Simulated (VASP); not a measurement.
Given:

```
SrVO3
1.0
    3.78130     0.00000     0.00000
    0.00000     3.78130     0.00000
    0.00000     0.00000     3.78130
Sr V O
1 1 3
Direct
  0.00000   0.00000   0.00000
  0.50000   0.50000   0.50000
  0.50000   0.00000   0.50000
  0.00000   0.50000   0.50000
  0.50000   0.50000   0.00000
```

Calculation: LDA (Ceperley-Alder, Perdew-Zunger), VASP's LDA PAW potentials (set 64) (plane waves; VASP). Numerical set-up: 520 eV cut-off, 7×7×7 Γ-centred mesh, first-order Methfessel-Paxton smearing of 0.10 eV, potentials Sr_sv V_sv O.

Q: Predict the energy per atom (σ→0), band gap (on the k-mesh) with the smallest direct gap where there is one.

A: 
band gap (on the k-mesh): none (metal, semimetal or under 0.01 eV)
energy per atom (σ→0): -8.741 eV/atom

The compound is SrVO3 in the cubic perovskite structure. It was relaxed first. The start is the result of an earlier pass. The run is not spin-polarised, so no magnetic state was tried. The electron count is odd and the run is not spin-polarised, which forces a metal.
